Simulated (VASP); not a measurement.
Wanted: the native input for a VASP 6.6.1 run.

- Task: single point
- Functional: r2SCAN
- Potentials or basis: VASP PAW PBE potentials, release 64 (Se, Br)
- Cutoff: 520 eV
- k mesh: 6 × 6 × 6
- Occupations: gaussian, width 0.1 eV
- Spin: no spin polarisation
- Dipole correction: no
- Further INCAR settings: ALGO = Normal; EDIFF = 1e-06; NBANDS = 20

Crystal: Se3Br.

```xyz
4
Lattice="-1.9012 1.9012 8.4819 1.9012 -1.9012 8.4819 1.9012 1.9012 -8.4819" Properties=species:S:1:pos:R:3 pbc="T T T"
Se    1.9012    0.0000    4.2409
Se    0.0000    1.9012    4.2409
Se    0.0000    0.0000    8.4819
Br    0.0000    0.0000    0.0000
```

The cell comes from a database or a generator and needn't be the stable form of this composition.

The input as run:

POSCAR

```
Se3Br
1.0
   -1.9012420000      1.9012420000      8.4819000000
    1.9012420000     -1.9012420000      8.4819000000
    1.9012420000      1.9012420000     -8.4819000000
Se Br
3 1
Direct
    0.2500000000      0.7500000000      0.5000000000
    0.7500000000      0.2500000000      0.5000000000
    0.5000000000      0.5000000000      0.0000000000
    0.0000000000      0.0000000000      0.0000000000
```

INCAR.step1

```
SYSTEM = Se3Br
PREC     = Accurate       ! precision mode
ENCUT    = 520            ! plane-wave cutoff, eV
ISMEAR   = 0              ! smearing method
SIGMA    = 0.1            ! smearing width, eV
LREAL    = .False.        ! projectors in reciprocal space
LASPH    = .True.         ! aspherical terms in the spheres
NELM     = 100            ! most SCF steps
NBANDS   = 20             ! bands
GGA      = PE             ! functional
ALGO     = Normal         ! electronic algorithm
EDIFF    = 1E-4           ! SCF threshold, eV
LWAVE    = .True.         ! write WAVECAR
LCHARG   = .False.        ! write CHGCAR
```

INCAR.step2

```
SYSTEM = Se3Br
PREC     = Accurate       ! precision mode
ENCUT    = 520            ! plane-wave cutoff, eV
EDIFF    = 1E-6           ! SCF threshold, eV
ISMEAR   = 0              ! smearing method
SIGMA    = 0.1            ! smearing width, eV
LREAL    = .False.        ! projectors in reciprocal space
LASPH    = .True.         ! aspherical terms in the spheres
NELM     = 100            ! most SCF steps
ALGO     = Normal         ! electronic algorithm
ISIF     = 2              ! what is computed and relaxed
LWAVE    = .False.        ! write WAVECAR
LCHARG   = .False.        ! write CHGCAR
METAGGA  = R2SCAN         ! meta-GGA
LMIXTAU  = .True.       
NBANDS   = 20             ! bands
ISTART   = 1
```

KPOINTS

```
Automatic mesh
0
Gamma
  6 6 6
  0 0 0
```

Potentials or basis: VASP PAW PBE potentials, release 64 (Se, Br).

Command:

```bash
$ cat potpaw_PBE.64/Se/POTCAR potpaw_PBE.64/Br/POTCAR > POTCAR
$ cp INCAR.step1 INCAR
$ mpirun -np 1 vasp_std > vasp.out
$ cp INCAR.step2 INCAR
$ mpirun -np 1 vasp_std > vasp.out
```

Results of the run:

```json
{
 "Pressure": "-1.0 GPa",
 "Band gap on the k mesh": "none (metal or under the smearing width)"
}
```

Caveat: the k mesh is coarse (spacing up to 0.39 Å⁻¹), so the values aren't converged; the PAW data sets were made with another functional, which shifts forces and pressure a little; an odd number of electrons without spin polarisation forces a metal; a magnetic or distorted state may lie lower.

Wall time 15 min on 1 thread of Intel(R) Xeon(R) Platinum 8488C (Sapphire Rapids), with other jobs on the host, peak memory 0.76 GiB.
